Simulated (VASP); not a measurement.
The input files of a VASP run:

**POSCAR**
```
Se
1.0
  1.8764089179  -3.2500355473   0.0000000000
  1.8764089179   3.2500355473   0.0000000000
  0.0000000000   0.0000000000   5.1476023739
Se
3
Cart
  0.5133128081   0.8890838545   3.4317366318
  2.7261922196   0.0000000000   0.0000000000
  0.5133128081  -0.8890838545   1.7158657421
```

File KPOINTS:
```
Automatic mesh
0
Gamma
7 7 5
0 0 0
```

**INCAR**
```
ALGO  =  Normal
EDIFF  =  1E-6
EDIFFG  =  -0.02
ENCUT  =  500
GGA  =  PE
IBRION  =  2
ISIF  =  3
ISMEAR  =  0
LASPH  =  .TRUE.
LCHARG  =  .FALSE.
LMAXMIX  =  4
LREAL  =  .FALSE.
LWAVE  =  .FALSE.
NELM  =  100
NSW  =  40
PREC  =  Accurate
PSTRESS  =  200
SIGMA  =  0.05
SYSTEM  =  Se
```

POTCAR, in this order: Se (PBE.64 set). Program: vasp_std.

Task: Write an equivalent input for Ansatz.

Result: One equivalent input (not run):
Ansatz 0.2 input:
```yaml
crystal:
  lattice:
    - [1.8764089, -3.2500355, 0.0000000]
    - [1.8764089, 3.2500355, 0.0000000]
    - [0.0000000, 0.0000000, 5.1476024]
  atoms:
    - { symbol: Se, position: [0.0000000, 0.2735613, 0.6666670] }
    - { symbol: Se, position: [0.7264387, 0.7264387, 0.0000000] }
    - { symbol: Se, position: [0.2735613, 0.0000000, 0.3333330] }
kpoints:
  mp_grid: { grid: [7, 7, 5] }
hamiltonian:
  xc: pbe
  pseudopotentials: { kind: paw }
scf:
  occupations: { method: gaussian, width: 0.05 }
  max_iter: 100
relax:
  max_steps: 40
  f_tol: 0.02
  cell: { p_target: 20 }
output: { forces: true, stress: true, eigenvalues: true }
```
The two are equivalent in intent, not identical: each code has its own PAW files, so the cut-off isn't converted (ENCUT is set for VASP's; basis.ecutwfc is left out, and Ansatz then takes the one that its files recommend); Ansatz stops its SCF on the density residual and VASP on the energy change (EDIFF).

The compound is Se in the trig structure. This run relaxes it under an external pressure of 20 GPa. Symmetry was kept, so distortions that lower it aren't found.
